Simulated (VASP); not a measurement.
A convergence study with VASP on InAs (zinc blende): one setting is varied, all else stays as given below, so the limit is that of these other settings. Each run relaxes cell and ions from the cell shown. The basis is that of the starting cell, so low cut-offs carry a Pulay error.

```yaml
crystal:
  lattice:
    - [0.00000, 3.03000, 3.03000]
    - [3.03000, 0.00000, 3.03000]
    - [3.03000, 3.03000, 0.00000]
  atoms:
    - { symbol: In, position: [0.00000, 0.00000, 0.00000] }
    - { symbol: As, position: [0.25000, 0.25000, 0.25000] }
```

Calculation: PBE GGA, VASP's PBE PAW potentials (set 64) (plane waves; VASP 6.6.1). The tightest run used: 700 eV cut-off, 7×7×7 Γ-centred mesh, Gaussian smearing of 0.050 eV, potentials In_d As.

```json
[
 {"setting": "ENCUT = 200", "relaxed volume (Å³/atom)": "26.470", "E (eV/atom)": "-3.8040", "plane waves": "363"},
 {"setting": "ENCUT = 250", "relaxed volume (Å³/atom)": "29.388", "E (eV/atom)": "-3.8521", "plane waves": "531"},
 {"setting": "ENCUT = 300", "relaxed volume (Å³/atom)": "29.545", "E (eV/atom)": "-3.8531", "plane waves": "668"},
 {"setting": "ENCUT = 350", "relaxed volume (Å³/atom)": "29.480", "E (eV/atom)": "-3.8523", "plane waves": "869"},
 {"setting": "ENCUT = 400", "relaxed volume (Å³/atom)": "29.588", "E (eV/atom)": "-3.8551", "plane waves": "1019"}
]
```

These are the cheaper rows. Estimate the results at ENCUT = 700, and how far the last row shown lies from them.

```
quantity                  tightest run  last row shown is off by
------------------------  ------------  ------------------------
relaxed volume (Å³/atom)        29.650                    -0.061
E (eV/atom)                    -3.8561                    0.0010
```

Left out are rungs that failed or repeat a setting and relaxations that didn't move; long series are thinned to 24 rows.

The compound is InAs in the zinc blende structure.
